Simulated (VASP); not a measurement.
An input for Ansatz (written as the equivalent of a VASP run, and not itself run):

Ansatz 0.2 input:
```yaml
crystal:
  lattice:
    - [1.2550000, -2.1737240, 0.0000000]
    - [1.2550000, 2.1737240, 0.0000000]
    - [0.0000000, 0.0000000, 4.0700000]
  atoms:
    - { symbol: Co, position: [0.3333330, 0.6666670, 0.2500000], spin: 2 }
    - { symbol: Co, position: [0.6666670, 0.3333330, 0.7500000], spin: 2 }
kpoints:
  mp_grid: { grid: [13, 13, 7] }
hamiltonian:
  xc: pbe
  pseudopotentials: { kind: paw }
magnetization: { spin_polarized: true }
scf:
  occupations: { method: fermi_dirac, width: 0.136 }
  max_iter: 100
output: { forces: true, stress: true, eigenvalues: true }
```

### Question
Translate this input to VASP (INCAR, KPOINTS, POSCAR, choice of POTCAR).

### Answer
Several could match; the one computed here: 
File POSCAR:
```
Co
1
    1.2550000000    -2.1737240000     0.0000000000
    1.2550000000     2.1737240000     0.0000000000
    0.0000000000     0.0000000000     4.0700000000
Co
2
Direct
  0.3333330000   0.6666670000   0.2500000000
  0.6666670000   0.3333330000   0.7500000000
```

### INCAR
```
LASPH = T   ! aspherical one-centre terms
PREC = Accurate
ISPIN = 2
MAGMOM = 2*2.0
ISMEAR = -1   ! Fermi-Dirac
NELM = 100
SYSTEM = Co
ENCUT = 300
SIGMA = 0.136
LREAL = F   ! projection in real space or not
LMAXMIX = 4   ! l cut-off of mixed one-centre charges
LWAVE = F
LORBIT = 11   ! lm-projected
EDIFF = 1E-6
LCHARG = F
GGA = PE
ALGO = Normal   ! blocked Davidson
ISIF = 2   ! forces and stress, cell fixed
```

KPOINTS:
```
K-points
0
Gamma
13 13 7
0 0 0
```

POTCAR, in this order: Co (PBE.64 set). Program: vasp_std.

The two are equivalent in intent, not identical: each code has its own PAW files, so the cut-off isn't converted (ENCUT is set for VASP's; basis.ecutwfc is left out, and Ansatz then takes the one that its files recommend); Ansatz stops its SCF on the density residual and VASP on the energy change (EDIFF).

The structure is a typed Co crystal (P6_3/mmc). The cell was not relaxed at this level.
